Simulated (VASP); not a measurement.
Consider the following.

```xyz
1
Lattice="3.1615 0.0000 0.0000 0.0000 3.1615 0.0000 0.0000 0.0000 3.1615" Properties=species:S:1:pos:R:3 pbc="T T T"
Ho     0.0000     0.0000     0.0000
```

All values below come from PBEsol GGA, VASP's PBE PAW potentials (set 64) (plane waves; VASP). Numerical set-up: 400 eV cut-off, Gaussian smearing of 0.050 eV, potentials Ho_3.

The 4f electrons are frozen in the core of the lanthanide potential, so 4f levels, which can set the real gap, and their magnetism are missing.

Q: Give the energies of bands 4 to 7 at the high-symmetry points, in eV from the Fermi level.

A: 
```
band      Γ      X      M      R
----  -----  -----  -----  -----
4     -5.13  -2.21  -2.16  -0.74
5     -0.75   0.08   0.01  -0.74
6     -0.75   0.26   3.87  -0.74
7      6.35   3.18   3.87   5.80
```

It has no gap at this level: it comes out as a metal or semimetal.

The structure was generated: Ho was put into the simple-cubic type (Pm-3m), which need not be its known phase. It was relaxed first, which changed the volume by -10 %.
